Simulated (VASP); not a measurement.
OSZICAR of a VASP run on CsPbCl$_{3}$ (cubic perovskite):

**OSZICAR**
```
       N       E                     dE             d eps       ncg     rms          rms(c)
DAV:   1     0.422317408078E+03    0.42232E+03   -0.19172E+04   520   0.153E+03
DAV:   2     0.323174592564E+02   -0.39000E+03   -0.38193E+03   682   0.349E+02
DAV:   3    -0.167041782137E+02   -0.49022E+02   -0.48669E+02   596   0.133E+02
DAV:   4    -0.186647455647E+02   -0.19606E+01   -0.19553E+01   744   0.351E+01
DAV:   5    -0.187254925790E+02   -0.60747E-01   -0.60614E-01   656   0.488E+00    0.487E+00
DAV:   6    -0.177385792204E+02    0.98691E+00   -0.21270E+00   764   0.169E+01    0.314E+00
DAV:   7    -0.176911967028E+02    0.47383E-01   -0.72708E-01   798   0.558E+00    0.181E+00
DAV:   8    -0.177074070883E+02   -0.16210E-01   -0.98585E-02   726   0.262E+00    0.320E-01
DAV:   9    -0.177050330934E+02    0.23740E-02   -0.29994E-02   800   0.140E+00    0.140E-01
DAV:  10    -0.177056970267E+02   -0.66393E-03   -0.30746E-03   686   0.422E-01    0.363E-02
DAV:  11    -0.177058027424E+02   -0.10572E-03   -0.24331E-04   670   0.114E-01    0.115E-02
DAV:  12    -0.177058114236E+02   -0.86812E-05   -0.46213E-05   690   0.587E-02    0.140E-02
DAV:  13    -0.177058087071E+02    0.27164E-05   -0.72276E-06   788   0.147E-02    0.385E-03
DAV:  14    -0.177058085145E+02    0.19262E-06   -0.10646E-06   622   0.914E-03    0.822E-04
DAV:  15    -0.177058085001E+02    0.14459E-07   -0.36450E-08   446   0.189E-03
   1 F= -.17705809E+02 E0= -.17705809E+02  d E =0.000000E+00
```

Task: Which electronic solver shows in the log?

Result: It is blocked Davidson (ALGO = Normal, or the opening steps of other solvers). The INCAR had ALGO = Normal.

Task: Can the final energy be trusted as converged?

Result: Self-consistency was reached. It stopped with EDIFF = 1E-7, NELM = 100 (PW91 GGA, plane waves, VASP's PBE PAW potentials (set 64)).

The compound is CsPbCl3 in the cubic perovskite structure, the ideal cubic form; the compound distorts at low or room temperature. It was relaxed first, which changed the volume by +7 %.
